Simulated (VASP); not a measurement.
These are PBE GGA, VASP's PBE PAW potentials (set 64) (plane waves; VASP) values and carry that method's errors.

Input for VASP

**POSCAR**
```
BaHfO3
1
    4.2014504049     0.0000000000     0.0000000000
    0.0000000000     4.2014504049     0.0000000000
    0.0000000000     0.0000000000     4.2014504049
Ba Hf O
1 1 3
Direct
  0.0000000000   0.0000000000   0.0000000000
  0.5000000000   0.5000000000   0.5000000000
  0.5000000000   0.0000000000   0.5000000000
  0.0000000000   0.5000000000   0.5000000000
  0.5000000000   0.5000000000   0.0000000000
```

File KPOINTS:
```
k-points along high-symmetry lines
15
Line-mode
Reciprocal
  0.000000   0.000000   0.000000 ! GAMMA
  0.000000   0.500000   0.000000 ! X

  0.000000   0.500000   0.000000 ! X
  0.500000   0.500000   0.000000 ! M

  0.500000   0.500000   0.000000 ! M
  0.000000   0.000000   0.000000 ! GAMMA

  0.000000   0.000000   0.000000 ! GAMMA
  0.500000   0.500000   0.500000 ! R

  0.500000   0.500000   0.500000 ! R
  0.000000   0.500000   0.000000 ! X

  0.500000   0.500000   0.500000 ! R
  0.500000   0.500000   0.000000 ! M
```

### INCAR
```
LWAVE = .FALSE.
PREC = Accurate
LORBIT = 11
EDIFF = 1E-7   # SCF stop (eV)
ALGO = Normal   # blocked Davidson
SYSTEM = BaHfO3
LREAL = .FALSE.
LASPH = .TRUE.
SIGMA = 0.05
LCHARG = .FALSE.
ENCUT = 520   # plane-wave cut-off (eV)
LMAXMIX = 6   # l cut-off of mixed one-centre charges
ISMEAR = 0   # Gaussian
GGA = PE
NELM = 100   # most electronic steps
ICHARG = 11
```

POTCAR, in this order: Ba_sv Hf_pv O (PBE.64 set). Program: vasp_std. Read from the step before: CHGCAR.

Q: What will the output report for the number of irreducible k-points (NKPTS), number of bands (NBANDS), largest plane-wave count, number of space-group operations, FFT grid (NGX, NGY, NGZ)?

A: 
The number of irreducible k-points (NKPTS) comes out as 90 and the number of bands (NBANDS) is 23. The largest plane-wave count is 2012, the number of space-group operations is 48 and the FFT grid (NGX, NGY, NGZ) comes out as 32 × 32 × 32.

The compound is BaHfO3 in the cubic perovskite structure. It was relaxed first.
